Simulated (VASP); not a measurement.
Here is the system:

```xyz
1
Lattice="-2.6247 2.6247 2.6247 2.6247 -2.6247 2.6247 2.6247 2.6247 -2.6247" Properties=species:S:1:pos:R:3 pbc="T T T"
K      0.0000     0.0000     0.0000
```

Level of theory: rev-vdW-DF2, VASP's PBE PAW potentials (set 64) (plane waves; VASP). Numerical set-up: 520 eV cut-off, 10×10×10 Γ-centred mesh, first-order Methfessel-Paxton smearing of 0.10 eV, potentials K_sv.

Q: What does the run give for the energy per atom (σ→0), band gap (on the k-mesh) with the smallest direct gap where there is one?

A: 
| Quantity | Result |
|---|---|
| band gap (on the k-mesh) | none (metal, semimetal or under 0.01 eV) |
| energy per atom (σ→0) | 0.941 eV/atom |

The compound is K in the bcc structure. This cell is one point of a volume scan, at 1.03 of the reference volume.
